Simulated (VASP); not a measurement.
Input:

```xyz
2
Lattice="0.0000 2.5891 2.5891 2.5891 0.0000 2.5891 2.5891 2.5891 0.0000" Properties=species:S:1:pos:R:3 pbc="T T T"
Mg     0.0000     0.0000     0.0000
S      2.5891     2.5891     2.5891
```

Computed with PBEsol GGA, VASP's PBE PAW potentials (set 64) (plane waves; VASP). Numerical set-up: 480 eV cut-off, 8×8×8 Γ-centred mesh, Gaussian smearing of 0.050 eV, potentials Mg S.

### Question
Estimate the energy per atom (σ→0), band gap (on the k-mesh) with the smallest direct gap where there is one.

### Answer

```json
{
  "band gap (on the k-mesh)": "2.73 eV",
  "smallest direct gap (on the k-mesh)": "3.71 eV",
  "energy per atom (σ→0)": "-4537 meV/atom"
}
```

Only differences to runs with the same potentials and settings are physical.

The compound is MgS in the rock salt structure. It was relaxed first.
